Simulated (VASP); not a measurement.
# Nb3B5 (P-62m) in VASP: density of states with PBE

Aim: the density of states of Nb3B5 with PBE.

All numbers are computed with VASP 6.6.1; they aren't measurements. Logs are shortened: lines on timing, memory, paths and dates and some standing lists are left out, and cuts for length are marked.

## (1) The structure

The structure is hexagonal, space group P-62m (No. 189). The conventional cell has a = 5.406 Å, b = 5.406 Å, c = 3.213 Å, α = 90.00°, β = 90.00°, γ = 120.00°. Nb (site symmetry m2m) is surrounded by 10 B at 2.40 to 2.43 Å. Around B (site symmetry -6) lie 3 B at 1.77 Å. B (site symmetry m2m) is surrounded by 2 B at 1.77 Å.

The cell was built by a generator and needn't be a form met in nature.

## (2) Density of states, PBE

POSCAR

```
Nb3B5                                   
1.0
    5.4058265130      0.0000000000      0.0000000000
   -2.7029132615      4.6815830859     -0.0000000000
    0.0000000000      0.0000000000      3.2134243933
  Nb              B             
     3     5
Direct
     1.0000000000000000    0.6753212940143197    1.0000000000000000
     0.3246787059856803    0.3246787059856803    0.0000000000000000
     0.6753212940143197    0.0000000000000000    1.0000000000000000
     0.6666666699999979    0.3333333300000021    0.5000000000000000
     0.3333333300000021    0.6666666699999979    0.5000000000000000
     1.0000000000000000    0.3447167953772398    0.5000000000000000
     0.3447167953772398    0.0000000000000000    0.5000000000000000
     0.6552832046227602    0.6552832046227602    0.5000000000000000
```

INCAR.step1

```
  PREC = Accurate
  ENCUT = 520
  EDIFF = 1E-7
  ISMEAR = 0
  SIGMA = 0.1
  LREAL = F
  LASPH = T
  NELM = 100
  ALGO = Fast
  ISIF = 2
  LWAVE = F
  LCHARG = T
  LMAXMIX = 4
  GGA = PE
  KPAR = 4
```

KPOINTS.step1

```
regular mesh
0
Gamma
  6 6 10
```

INCAR.step2

```
  PREC = Accurate
  ENCUT = 520
  EDIFF = 1E-7
  ISMEAR = -5
  SIGMA = 0.1
  LREAL = F
  LASPH = T
  NELM = 100
  ALGO = Fast
  ISIF = 2
  LWAVE = F
  LCHARG = F
  LMAXMIX = 4
  GGA = PE
  LORBIT = 10
  KPAR = 4
  NEDOS = 2001
  ICHARG = 11
```

KPOINTS.step2

```
regular mesh
0
Gamma
  9 9 15
```

Potentials or basis: VASP PAW PBE potentials, release 64 (Nb_sv, B).

Started as:

```console
> cat potpaw_PBE.64/Nb_sv/POTCAR potpaw_PBE.64/B/POTCAR > POTCAR
> cp INCAR.step1 INCAR
> cp KPOINTS.step1 KPOINTS
> mpirun -np 4 vasp_std > vasp.out
> cp INCAR.step2 INCAR
> cp KPOINTS.step2 KPOINTS
> mpirun -np 4 vasp_std > vasp.out
```

OUTCAR:

```text
PREC = Accurate
   ENCUT = 520
   EDIFF = 1E-7
   ISMEAR = -5
   LREAL = F
   LASPH = T
   NELM = 100
   ISIF = 2
   GGA = PE
   LORBIT = 10
   ICHARG = 11

 ion  position               nearest neighbor table
   1  0.000  0.675  0.000-   6 2.40   6 2.40   7 2.42   7 2.42   8 2.42   8 2.42   5 2.43   5 2.43
                             4 2.43   4 2.43   2 3.04   3 3.04
   2  0.325  0.325  0.000-   8 2.40   8 2.40   6 2.42   6 2.42   7 2.42   7 2.42   4 2.43   4 2.43
                             5 2.43   5 2.43   3 3.04   1 3.04
   3  0.675  0.000  0.000-   7 2.40   7 2.40   6 2.42   6 2.42   8 2.42   8 2.42   4 2.43   4 2.43
                             5 2.43   5 2.43   2 3.04   1 3.04
   4  0.667  0.333  0.500-   6 1.77   7 1.77   8 1.77   3 2.43   3 2.43   1 2.43   1 2.43   2 2.43
                             2 2.43
   5  0.333  0.667  0.500-   7 1.77   6 1.77   8 1.77   1 2.43   1 2.43   3 2.43   3 2.43   2 2.43
                             2 2.43
   6  0.000  0.345  0.500-   4 1.77   5 1.77   1 2.40   1 2.40   3 2.42   3 2.42   2 2.42   2 2.42

   7  0.345  0.000  0.500-   5 1.77   4 1.77   3 2.40   3 2.40   1 2.42   1 2.42   2 2.42   2 2.42

   8  0.655  0.655  0.500-   5 1.77   4 1.77   2 2.40   2 2.40   1 2.42   1 2.42   3 2.42   3 2.42

  LATTYP: Found a hexagonal cell.
 ALAT       =     5.4058265130
 C/A-ratio  =     0.5944372032

  Lattice vectors:

 A1 = (   5.4058265130,   0.0000000000,   0.0000000000)
 A2 = (  -2.7029132615,   4.6815830859,   0.0000000000)
 A3 = (   0.0000000000,   0.0000000000,   3.2134243933)

Analysis of symmetry for initial positions (statically):
=====================================================================
 Subroutine PRICEL returns:
 Original cell was already a primitive cell.

 Routine SETGRP: Setting up the symmetry group for a
 hexagonal supercell.

 Subroutine GETGRP returns: Found 12 space group operations
 (whereof 12 operations were pure point group operations)
 out of a pool of 24 trial point group operations.

The static configuration has the point symmetry D_3h.

Analysis of symmetry for dynamics (positions and initial velocities):
=====================================================================
 Subroutine PRICEL returns:
 Original cell was already a primitive cell.

 Routine SETGRP: Setting up the symmetry group for a
 hexagonal supercell.

 Subroutine GETGRP returns: Found 12 space group operations
 (whereof 12 operations were pure point group operations)
 out of a pool of 24 trial point group operations.

The dynamic configuration has the point symmetry D_3h.

 Subroutine INISYM returns: Found 12 space group operations
 (whereof 12 operations are pure point group operations),
 and found     1 'primitive' translations

----------------------------------------------------------------------------------------

                                     Primitive cell

  volume of cell :      81.3248

  direct lattice vectors                    reciprocal lattice vectors
     5.405826513  0.000000000  0.000000000     0.184985589  0.106801480  0.000000000
    -2.702913261  4.681583086  0.000000000     0.000000000  0.213602959  0.000000000
     0.000000000  0.000000000  3.213424393     0.000000000  0.000000000  0.311194501

  length of vectors
     5.405826513  5.405826513  3.213424393     0.213602959  0.213602959  0.311194501

  position of ions in fractional coordinates (direct lattice)
     0.000000000  0.675321294  0.000000000
     0.324678706  0.324678706  0.000000000
     0.675321294  0.000000000  0.000000000
     0.666666670  0.333333330  0.500000000
     0.333333330  0.666666670  0.500000000
     0.000000000  0.344716795  0.500000000
     0.344716795  0.000000000  0.500000000
     0.655283205  0.655283205  0.500000000

  ion indices of the primitive-cell ions
   primitive index   ion index
                 1           1
                 2           2
                 3           3
                 4           4
                 5           5
                 6           6
                 7           7
                 8           8

----------------------------------------------------------------------------------------

 KPOINTS: regular mesh

Automatic generation of k-mesh.
 Grid dimensions read from file:
 generate k-points for:    9    9   15

 Generating k-lattice:

  Cartesian coordinates                     Fractional coordinates (reciprocal lattice)
     0.020553954  0.011866831  0.000000000     0.111111111  0.000000000  0.000000000
     0.000000000  0.023733662  0.000000000     0.000000000  0.111111111  0.000000000
     0.000000000  0.000000000  0.020746300     0.000000000  0.000000000  0.066666667

  Length of vectors
     0.023733662  0.023733662  0.020746300

  Shift w.r.t. Gamma in fractional coordinates (k-lattice)
     0.000000000  0.000000000  0.000000000

 TETIRR: Found   1191 inequivalent tetrahedra from     7290

 Subroutine IBZKPT returns following result:
 ===========================================

 Found     96 irreducible k-points:

 Following reciprocal coordinates:
            Coordinates               Weight
  0.000000  0.000000  0.000000      1.000000
  0.111111 -0.000000  0.000000      6.000000
  0.222222 -0.000000  0.000000      6.000000
  0.333333 -0.000000  0.000000      6.000000
  0.444444 -0.000000  0.000000      6.000000
  0.111111  0.111111  0.000000      6.000000
[... 16 lines left out ...]
  0.333333  0.222222  0.066667     24.000000
  0.333333  0.333333  0.066667      4.000000
 [... further k-points ...]
   k-points           NKPTS =     96   k-points in BZ     NKDIM =     96   number of bands    NBANDS=     32
   number of dos      NEDOS =   2001   number of ions     NIONS =      8
   total plane-waves  NPLWV =  38400
   dimension x,y,z NGX =    40 NGY =   40 NGZ =   24
   dimension x,y,z NGXF=    80 NGYF=   80 NGZF=   48
   ions per type =               3   5
   NGX,Y,Z   is equivalent  to a cutoff of  12.30, 12.30, 12.42 a.u.
   NGXF,Y,Z  is equivalent  to a cutoff of  24.60, 24.60, 24.83 a.u.
 SYSTEM =  unknown system
   PREC   = accura    normal or accurate (medium, high low for compatibility)
   ISTART =      0    job   : 0-new  1-cont  2-samecut
   ICHARG =     11    charge: 1-file 2-atom 10-const
   ISPIN  =      1    spin polarized calculation?
   LNONCOLLINEAR =      F non collinear calculations
   LSORBIT =      F    spin-orbit coupling
   LASPH  =      T    aspherical Exc in radial PAW
   ENCUT  =  520.0 eV  38.22 Ry    6.18 a.u.  10.05 10.05  5.97*2*pi/ulx,y,z
   NELM   =    100;   NELMIN=  2; NELMDL=  0     # of ELM steps
   EDIFF  = 0.1E-06   stopping-criterion for ELM
   LREAL  =      F    real-space projection
   EDIFFG = 0.1E-05   stopping-criterion for IOM
   NSW    =      0    number of steps for IOM
   IBRION =     -1    ionic relax: 0-MD 1-quasi-New 2-CG
   NFREE  =      0    steps in history (QN), initial steepest desc. (CG)
   ISIF   =      2    stress and relaxation
   ISYM   =      2    0-nonsym 1-usesym 2-fastsym
   POTIM  = 0.5000    time-step for ionic-motion
   TEBEG  =    0.0;   TEEND  =   0.0 temperature during run
   PSTRESS=    0.0 pullay stress
   NELECT =      54.0000    total number of electrons
   NUPDOWN=      -1.0000    fix difference up-down
   EMIN   =  10.00;   EMAX   =-10.00  energy-range for DOS
   EFERMI =   0.00;   METHOD = LEGACY
   ISMEAR =    -5;   SIGMA  =   0.10  broadening in eV -4-tet -1-fermi 0-gaus
   EFERMI_NEDOS =   21; number of points for ismear=-14 and -15
   IALGO  =     68    algorithm
   IMIX   =      4    mixing-type and parameters
     AMIX     =   0.40;   BMIX     =  1.00
     AMIX_MAG =   1.60;   BMIX_MAG =  1.00
  volume/ion in A,a.u.               =      10.17        68.60
  Fermi-wavevector in a.u.,A,eV,Ry     =   1.428231  2.698965 27.753758  2.039844
  Thomas-Fermi vector in A             =   2.548315
   LORBIT       =     10    0 simple, 1 ext, 2 COOP (PROOUT), +10 PAW based schemes
   GGA     = PE    functional components
   LHFCALC =     F    Hartree Fock is set to
   AEXX    =    0.0000 exact exchange contribution
   IVDW    =     0    specifies the selected vdW correction
   LEPSILON=     F    determine dielectric tensor
   LRPA    =     F    only Hartree local field effects (RPA)
 non-spin polarized calculation
 RMM-DIIS sequential band-by-band and
 Fermi weights with tetrahedron method with Bloechl corrections
  energy-cutoff  :      520.00
  volume of cell :       81.32
 maximum number of plane-waves:      2217

 number of electron      54.0000006 magnetization

 Free energy of the ion-electron system (eV)
  ---------------------------------------------------
  ext. energy  EPLUGINS =         0.00000000
  ---------------------------------------------------
  free energy    TOTEN  =       -69.88206701 eV

  energy without entropy =      -69.88206701  energy(sigma->0) =      -69.88206701

 E-fermi :  10.9395     XC(G=0): -12.7949

 val. band max:       10.9747411158   @ k =   0.1111   0.1111   0.0667
 cond. band min:      10.8894706283   @ k =   0.3333  -0.0000   0.2000
 fundamental gap:     -0.0852704875
 Fermi energy:        10.9395460008

 k-point     1 :       0.0000    0.0000    0.0000
  band No.  band energies     occupation
      1     -44.0646      2.00000
      2     -43.9726      2.00000
      3     -43.9726      2.00000
      4     -20.3501      2.00000
      5     -20.3232      2.00000
      6     -20.3232      2.00000
[... 24 lines left out ...]
     31      12.2205      0.00000
     32      13.2713      0.00000
[... 774 lines left out ...]
      2     -43.9983      2.00000
      3     -43.9983      2.00000
      4     -20.3916      2.00000
      5     -20.3916      2.00000
      6     -20.2324      2.00000
[... 24 lines left out ...]
     31      13.4627      0.00000
     32      13.7245      0.00000

 [... further k-points ...]

------------------------ aborting loop because EDIFF is reached ----------------------------------------

  FORCE on cell =-STRESS in cart. coord.  units (eV):
  Direction    XX          YY          ZZ          XY          YZ          ZX
  --------------------------------------------------------------------------------------
  -------------------------------------------------------------------------------------
  Total       -0.1598085     -0.1598085      0.2598925      0.0000000     -0.0000000      0.0000000
  in kB       -3.1483825     -3.1483825      5.1201341      0.0000000     -0.0000000      0.0000000
  external PRESSURE =      -0.3922103 kB  Pullay stress =       0.0000000 kB

 VOLUME and BASIS-vectors are now :
 -----------------------------------------------------------------------------
  energy-cutoff  :      520.00
  volume of cell :       81.32
      direct lattice vectors                 reciprocal lattice vectors
     5.405826513  0.000000000  0.000000000     0.184985589  0.106801480  0.000000000
    -2.702913261  4.681583086  0.000000000     0.000000000  0.213602959  0.000000000
     0.000000000  0.000000000  3.213424393     0.000000000  0.000000000  0.311194501

 POSITION                                       TOTAL-FORCE (eV/Angst)
 -----------------------------------------------------------------------------------
     -1.82533      3.16157      0.00000        -0.032762      0.056745      0.000000
      0.87758      1.52001      0.00000        -0.032762     -0.056745      0.000000
      3.65067      0.00000      0.00000         0.065524      0.000000      0.000000
      2.70291      1.56053      1.60671        -0.000000      0.000000      0.000000
     -0.00000      3.12106      1.60671        -0.000000      0.000000      0.000000
     -0.93174      1.61382      1.60671         0.017230     -0.029843      0.000000
      1.86348      0.00000      1.60671        -0.034460      0.000000     -0.000000
      1.77117      3.06776      1.60671         0.017230      0.029843     -0.000000
 -----------------------------------------------------------------------------------
    total drift:                                0.000000      0.000000     -0.000000

  FREE ENERGIE OF THE ION-ELECTRON SYSTEM (eV)
  ---------------------------------------------------
  free  energy   TOTEN  =       -69.8820670063 eV

  energy  without entropy=      -69.8820670063  energy(sigma->0) =      -69.88206701

 total charge

# of ion       s       p       d       tot
------------------------------------------
    1        2.166   6.063   2.451  10.680
    2        2.166   6.063   2.451  10.680
    3        2.166   6.063   2.451  10.680
    4        0.680   1.292   0.000   1.972
    5        0.680   1.292   0.000   1.972
    6        0.688   1.252   0.000   1.940
    7        0.688   1.252   0.000   1.940
    8        0.688   1.252   0.000   1.940
--------------------------------------------------
tot          9.922  24.529   7.353  41.803
```

Wall time 4.3 min (4 MPI ranks of Intel Xeon Platinum 8488C (Sapphire Rapids), shared host); peak memory 0.31 GiB.

What came out:

| Quantity | Value |
| --- | --- |
| Valence electrons inside the program's atomic spheres | Nb 10.68; B 1.97, 1.94 |

Levels at points of the mesh, in eV from the Fermi level:
```tsv
k point	band 25	band 26	band 27	band 28	band 29	band 30
(0.00, 0.00, 0.00)	-2.34	-2.34	1.17	1.19	1.19	1.23
```

States per cell in windows of 1 eV (zero at the Fermi level; states under -8 eV left out):
```tsv
from (eV)	total	Nb1_d	Nb2_d	Nb3_d	B6_p	B7_p	B8_p
-8.0	1.35	0.05	0.05	0.05	0.04	0.04	0.04
-7.0	1.60	0.07	0.07	0.07	0.08	0.08	0.08
-6.0	2.52	0.12	0.12	0.12	0.14	0.14	0.14
-5.0	3.72	0.26	0.26	0.26	0.21	0.21	0.21
-4.0	5.12	0.51	0.51	0.51	0.25	0.25	0.25
-3.0	3.65	0.46	0.46	0.46	0.17	0.17	0.17
-2.0	3.71	0.49	0.49	0.49	0.21	0.21	0.21
-1.0	2.26	0.37	0.37	0.37	0.06	0.06	0.06
0.0	1.82	0.38	0.38	0.38	0.03	0.03	0.03
1.0	2.74	0.58	0.58	0.58	0.05	0.05	0.05
2.0	3.77	0.76	0.76	0.76	0.09	0.09	0.09
3.0	1.77	0.41	0.41	0.41	0.03	0.03	0.03
4.0	0.00	0.00	0.00	0.00	0.00	0.00	0.00
5.0	0.00	0.00	0.00	0.00	0.00	0.00	0.00
```

Caveat: tetrahedron occupations give inexact forces and stress in metals.
